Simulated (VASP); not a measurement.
# Be2Al (P6/mmm) in VASP: equation of state, part 2 of 2

VASP 6.6.1.

## 3. Equation of state, PBE, 10.05 Å³/atom (volume scaled by 0.96)

INCAR

```
PREC = Accurate ; ENCUT = 520
EDIFF = 1E-7 ; ISMEAR = -1
SIGMA = 0.05 ; LREAL = False
LASPH = True ; NELM = 80
ALGO = Normal ; ISIF = 2
LWAVE = False ; LCHARG = False
GGA = PE ; NBANDS = 10
```

KPOINTS

```
regular mesh
0
Gamma
  8 8 10
```

POSCAR

```
Be2Al
1.0
    3.6021493558      0.0000000000      0.0000000000
   -1.8010746779      3.1195511122      0.0000000000
    0.0000000000      0.0000000000      2.6824298193
Be Al
2 1
Direct
    0.3333300000      0.6666700000      0.5000000000
    0.6666700000      0.3333300000      0.5000000000
    0.0000000000      0.0000000000      0.0000000000
```

Potentials or basis: VASP PAW PBE potentials, release 64 (Be, Al).

Started as:

```console
$ cat potpaw_PBE.64/Be/POTCAR potpaw_PBE.64/Al/POTCAR > POTCAR
$ mpirun -np 1 vasp_std > vasp.out
```

OUTCAR:

```text
PREC = Accurate
   ENCUT = 520
   EDIFF = 1E-7
   ISMEAR = -1
   LREAL = False
   LASPH = True
   NELM = 80
   ISIF = 2
   GGA = PE

 Found    126 irreducible k-points:

 Following reciprocal coordinates:
            Coordinates               Weight
  0.000000  0.000000  0.000000      1.000000
  0.125000 -0.000000  0.000000      4.000000
 -0.125000  0.125000  0.000000      2.000000
  0.250000 -0.000000  0.000000      4.000000
 -0.250000  0.250000  0.000000      2.000000
  0.375000  0.000000  0.000000      4.000000
   k-points           NKPTS =    126   k-points in BZ     NKDIM =    126   number of bands    NBANDS=     10
   number of dos      NEDOS =    301   number of ions     NIONS =      3
   total plane-waves  NPLWV =  15680
   dimension x,y,z NGX =    28 NGY =   28 NGZ =   20
   dimension x,y,z NGXF=    56 NGYF=   56 NGZF=   40
   ions per type =               2   1
   NGX,Y,Z   is equivalent  to a cutoff of  12.92, 12.92, 12.40 a.u.
   NGXF,Y,Z  is equivalent  to a cutoff of  25.85, 25.85, 24.79 a.u.
 SYSTEM =  unknown system
   PREC   = accura    normal or accurate (medium, high low for compatibility)
   ISTART =      0    job   : 0-new  1-cont  2-samecut
   ICHARG =      2    charge: 1-file 2-atom 10-const
   ISPIN  =      1    spin polarized calculation?
   LNONCOLLINEAR =      F non collinear calculations
   LSORBIT =      F    spin-orbit coupling
   LASPH  =      T    aspherical Exc in radial PAW
   ENCUT  =  520.0 eV  38.22 Ry    6.18 a.u.   6.70  6.70  4.99*2*pi/ulx,y,z
   NELM   =     80;   NELMIN=  2; NELMDL= -5     # of ELM steps
   EDIFF  = 0.1E-06   stopping-criterion for ELM
   LREAL  =      F    real-space projection
   EDIFFG = 0.1E-05   stopping-criterion for IOM
   NSW    =      0    number of steps for IOM
   IBRION =     -1    ionic relax: 0-MD 1-quasi-New 2-CG
   NFREE  =      0    steps in history (QN), initial steepest desc. (CG)
   ISIF   =      2    stress and relaxation
   ISYM   =      2    0-nonsym 1-usesym 2-fastsym
   POTIM  = 0.5000    time-step for ionic-motion
   TEBEG  =    0.0;   TEEND  =   0.0 temperature during run
   PSTRESS=    0.0 pullay stress
   NELECT =       7.0000    total number of electrons
   NUPDOWN=      -1.0000    fix difference up-down
   EMIN   =  10.00;   EMAX   =-10.00  energy-range for DOS
   EFERMI =   0.00;   METHOD = LEGACY
   ISMEAR =    -1;   SIGMA  =   0.05  broadening in eV -4-tet -1-fermi 0-gaus
   EFERMI_NEDOS =   21; number of points for ismear=-14 and -15
   IALGO  =     38    algorithm
   IMIX   =      4    mixing-type and parameters
     AMIX     =   0.40;   BMIX     =  1.00
     AMIX_MAG =   1.60;   BMIX_MAG =  1.00
  volume/ion in A,a.u.               =      10.05        67.80
  Fermi-wavevector in a.u.,A,eV,Ry     =   1.006268  1.901570 13.776910  1.012574
  Thomas-Fermi vector in A             =   2.138999
   LORBIT       =      0    0 simple, 1 ext, 2 COOP (PROOUT), +10 PAW based schemes
   GGA     = PE    functional components
   LHFCALC =     F    Hartree Fock is set to
   AEXX    =    0.0000 exact exchange contribution
   IVDW    =     0    specifies the selected vdW correction
   LEPSILON=     F    determine dielectric tensor
   LRPA    =     F    only Hartree local field effects (RPA)
 non-spin polarized calculation
  energy-cutoff  :      520.00
  volume of cell :       30.14
 maximum number of plane-waves:       837
   NGX = 13   NGY = 13   NGZ =  9

 number of electron       7.0000000 magnetization

 Free energy of the ion-electron system (eV)
  ---------------------------------------------------
  ext. energy  EPLUGINS =         0.00000000
  ---------------------------------------------------
  free energy    TOTEN  =       -10.48057123 eV

  energy without entropy =      -10.47272018  energy(sigma->0) =      -10.47664571

 E-fermi :   8.0140     XC(G=0): -10.6459

 val. band max:        7.9804094278   @ k =   0.5000   0.5000   0.3000
 cond. band min:       8.0177693537   @ k =   0.3750   0.0000   0.4000
 fundamental gap:      0.0373599259
 Fermi energy:         8.0139948125

 k-point     1 :       0.0000    0.0000    0.0000
  band No.  band energies     occupation
      1      -3.5456      2.00000
      2       7.6895      1.99697
      3       7.6898      1.99695
      4       8.8212      0.00000
      5       8.8214      0.00000
      6      12.2161      0.00000
      7      12.5049      0.00000
      8      14.3045      0.00000
      9      18.7278      0.00000
     10      22.1768      0.00000
[... 53 lines left out ...]
 k-point     6 :       0.3750    0.0000    0.0000
  band No.  band energies     occupation
      1      -1.7756      2.00000
      2       1.5965      2.00000
      3       4.8399      2.00000
      4       8.6333      0.00001
      5      14.2759      0.00000
      6      15.5410      0.00000
      7      17.3528      0.00000
      8      17.9294      0.00000
      9      18.8625      0.00000
     10      20.0665      0.00000

 [... further k-points ...]

------------------------ aborting loop because EDIFF is reached ----------------------------------------

  FORCE on cell =-STRESS in cart. coord.  units (eV):
  Direction    XX          YY          ZZ          XY          YZ          ZX
  --------------------------------------------------------------------------------------
  -------------------------------------------------------------------------------------
  Total        2.0745312      2.0746294      1.9686162      0.0000870      0.0000000      0.0000000
  in kB      110.2677134    110.2729298    104.6380027      0.0046240      0.0000000      0.0000000
  external PRESSURE =     108.3928820 kB  Pullay stress =       0.0000000 kB

 VOLUME and BASIS-vectors are now :
 -----------------------------------------------------------------------------
  energy-cutoff  :      520.00
  volume of cell :       30.14
      direct lattice vectors                 reciprocal lattice vectors
     3.602149356  0.000000000  0.000000000     0.277612031  0.160279470  0.000000000
    -1.801074678  3.119551112  0.000000000     0.000000000  0.320558941  0.000000000
     0.000000000  0.000000000  2.682429819     0.000000000  0.000000000  0.372796333

 POSITION                                       TOTAL-FORCE (eV/Angst)
 -----------------------------------------------------------------------------------
     -0.00002      2.07971      1.34121         0.000295     -0.000170      0.000000
      1.80109      1.03984      1.34121        -0.000295      0.000170      0.000000
      0.00000      0.00000      0.00000         0.000000     -0.000000      0.000000
 -----------------------------------------------------------------------------------
    total drift:                               -0.000000     -0.000000      0.000000

  FREE ENERGIE OF THE ION-ELECTRON SYSTEM (eV)
  ---------------------------------------------------
  free  energy   TOTEN  =       -10.4805712327 eV

  energy  without entropy=      -10.4727201792  energy(sigma->0) =      -10.47664571
```

OSZICAR:

```text
N       E                     dE             d eps       ncg     rms          rms(c)
DAV:   1     0.754538943650E+00    0.75454E+00   -0.25166E+03  2536   0.495E+02
DAV:   2    -0.106861618521E+02   -0.11441E+02   -0.10925E+02  3550   0.818E+01
DAV:   3    -0.109399891643E+02   -0.25383E+00   -0.25165E+00  3416   0.976E+00
DAV:   4    -0.109413177854E+02   -0.13286E-02   -0.13283E-02  3254   0.860E-01
DAV:   5    -0.109413356625E+02   -0.17877E-04   -0.17876E-04  3208   0.822E-02    0.312E+00
DAV:   6    -0.105721375019E+02    0.36920E+00   -0.44171E-01  2950   0.312E+00    0.147E+00
DAV:   7    -0.104831444885E+02    0.88993E-01   -0.23630E-01  3220   0.220E+00    0.334E-01
DAV:   8    -0.104806245200E+02    0.25200E-02   -0.51835E-03  2986   0.462E-01    0.119E-01
DAV:   9    -0.104805801279E+02    0.44392E-04   -0.30477E-04  3086   0.102E-01    0.447E-02
DAV:  10    -0.104805713020E+02    0.88259E-05   -0.32211E-05  3064   0.258E-02    0.442E-03
DAV:  11    -0.104805712327E+02    0.69319E-07   -0.57310E-07  3312   0.523E-03
   1 F= -.10480571E+02 E0= -.10476646E+02  d E =-.785105E-02
```

Run time: 28 s. Hardware: 1 thread of Intel Xeon Platinum 8259CL at 2.50GHz (Skylake/Cascade Lake), shared host; peak memory 0.16 GiB.

Results:

```yaml
Free_energy: -10.4806 eV
Pressure: 10.8 GPa
Band_gap_on_the_k_mesh: none (metal or under the smearing width)
```

## 4. Equation of state, PBE, 10.26 Å³/atom (volume scaled by 0.98)

INCAR

```
SYSTEM = Be2Al
ALGO = Normal
EDIFF = 1E-7
ENCUT = 520
GGA = PE
ISIF = 2
ISMEAR = -1
LASPH = .TRUE.
LCHARG = .FALSE.
LREAL = .FALSE.
LWAVE = .FALSE.
NBANDS = 10
NELM = 100
PREC = Accurate
SIGMA = 0.05
```

KPOINTS

```
k-points
0
G
  8 8 10
  0 0 0
```

POSCAR

```
Be2Al
1.0
    3.6269925502      0.0000000000      0.0000000000
   -1.8134962751      3.1410659377      0.0000000000
    0.0000000000      0.0000000000      2.7009299199
Be Al
2 1
Direct
    0.3333300000      0.6666700000      0.5000000000
    0.6666700000      0.3333300000      0.5000000000
    0.0000000000      0.0000000000      0.0000000000
```

Started as:

```console
$ cat potpaw_PBE.64/Be/POTCAR potpaw_PBE.64/Al/POTCAR > POTCAR
$ mpirun -np 1 vasp_std > vasp.out
```

It took 26 s on 1 thread of Intel Xeon Platinum 8259CL at 2.50GHz (Skylake/Cascade Lake), shared host; peak memory 0.16 GiB.

Results (log left out):

```yaml
Free_energy: -10.5177 eV
Pressure: 8.1 GPa
Band_gap_on_the_k_mesh: none (metal or under the smearing width)
```

## 5. Equation of state, PBE, 10.68 Å³/atom (volume scaled by 1.02)

INCAR

```
  PREC = Accurate
  ENCUT = 520
  EDIFF = 1E-7
  ISMEAR = -1
  SIGMA = 0.05
  LREAL = False
  LASPH = True
  NELM = 100
  ALGO = Normal
  ISIF = 2
  LWAVE = False
  LCHARG = False
  GGA = PE
  NBANDS = 10
```

KPOINTS

```
regular mesh
0
Gamma
  8 8 10
```

POSCAR

```
Be2Al
1.0
    3.6756828240      0.0000000000      0.0000000000
   -1.8378414120      3.1832329282      0.0000000000
    0.0000000000      0.0000000000      2.7371883394
Be Al
2 1
Direct
    0.3333300000      0.6666700000      0.5000000000
    0.6666700000      0.3333300000      0.5000000000
    0.0000000000      0.0000000000      0.0000000000
```

Started as:

```console
$ cat potpaw_PBE.64/Be/POTCAR potpaw_PBE.64/Al/POTCAR > POTCAR
$ mpirun -np 1 vasp_std > vasp.out
```

Run time: 34 s. Hardware: 1 thread of Intel Xeon Platinum 8259CL at 2.50GHz (Skylake/Cascade Lake), shared host; peak memory 0.16 GiB.

The run converged. Its results:

```
Free energy            : -10.5626 eV
Pressure               : 3.5 GPa
Band gap on the k mesh : none (metal or under the smearing width)
```

## 6. Equation of state, PBE, 10.88 Å³/atom (volume scaled by 1.04)

INCAR

```
ALGO     = Normal         # electronic algorithm
EDIFF    = 1E-7           # SCF threshold, eV
ENCUT    = 520            # plane-wave cutoff, eV
GGA      = PE             # functional
ISIF     = 2              # what is computed and relaxed
ISMEAR   = -1             # smearing method
LASPH    = True           # aspherical terms in the spheres
LCHARG   = False          # write CHGCAR
LREAL    = False          # projectors in reciprocal space
LWAVE    = False          # write WAVECAR
NBANDS   = 10             # bands
NELM     = 80             # most SCF steps
PREC     = Accurate       # precision mode
SIGMA    = 0.05           # smearing width, eV
```

KPOINTS

```
k-points
0
Gamma
  8 8 10
```

POSCAR

```
Be2Al
1.0
    3.6995515630      0.0000000000      0.0000000000
   -1.8497757815      3.2039038511      0.0000000000
    0.0000000000      0.0000000000      2.7549627877
Be Al
2 1
Direct
    0.3333300000      0.6666700000      0.5000000000
    0.6666700000      0.3333300000      0.5000000000
    0.0000000000      0.0000000000      0.0000000000
```

Potentials or basis: VASP PAW PBE potentials, release 64 (Be, Al).

Started as:

```console
$ cat potpaw_PBE.64/Be/POTCAR potpaw_PBE.64/Al/POTCAR > POTCAR
$ mpirun -np 1 vasp_std > vasp.out
```

Wall time 30 s (1 thread of Intel Xeon Platinum 8259CL at 2.50GHz (Skylake/Cascade Lake), shared host); peak memory 0.16 GiB.

Results (log left out):

```yaml
Free_energy: -10.5722 eV
Pressure: 1.5 GPa
Band_gap_on_the_k_mesh: none (metal or under the smearing width)
```

## 7. Equation of state, PBE, 11.09 Å³/atom (volume scaled by 1.06)

INCAR

```
PREC = Accurate ; ENCUT = 520
EDIFF = 1E-7 ; ISMEAR = -1
SIGMA = 0.05 ; LREAL = F
LASPH = T ; NELM = 100
ALGO = Normal ; ISIF = 2
LWAVE = F ; LCHARG = F
GGA = PE ; NBANDS = 10
```

KPOINTS

```
Automatic mesh
0
Gamma
  8 8 10
```

POSCAR

```
Be2Al
1.0
    3.7231162211      0.0000000000      0.0000000000
   -1.8615581105      3.2243114322      0.0000000000
    0.0000000000      0.0000000000      2.7725107945
Be Al
2 1
Direct
    0.3333300000      0.6666700000      0.5000000000
    0.6666700000      0.3333300000      0.5000000000
    0.0000000000      0.0000000000      0.0000000000
```

Started as:

```console
$ cat potpaw_PBE.64/Be/POTCAR potpaw_PBE.64/Al/POTCAR > POTCAR
$ mpirun -np 1 vasp_std > vasp.out
```

It took 36 s on 1 thread of Intel Xeon Platinum 8259CL at 2.50GHz (Skylake/Cascade Lake), shared host; peak memory 0.17 GiB.

It converged, with:

| Quantity | Value |
| --- | --- |
| Free energy | -10.5742 eV |
| Pressure | -0.4 GPa |
| Band gap on the k mesh | none (metal or under the smearing width) |

## 8. Equation of state, PBE

Potentials or basis: VASP PAW PBE potentials, release 64 (Be, Al).

No new run: the results of the series are fitted here.

Results:

```
Equilibrium volume                        : 11.05 Å³/atom
Bulk modulus at fixed shape and positions : 94 GPa
Pressure derivative of the bulk modulus   : 4.0
```

Energy against volume, from the lowest point:
| volume (Å³/atom) | energy (meV/atom) |
| --- | --- |
| 9.838 | 47.30 |
| 10.048 | 31.21 |
| 10.257 | 18.84 |
| 10.466 | 9.84 |
| 10.676 | 3.86 |
| 10.885 | 0.66 |
| 11.094 | 0.00 |

Caveat: the cell was scaled at fixed shape and fractional positions, which overstates the stiffness of a crystal with free parameters, most of all of layers and chains.
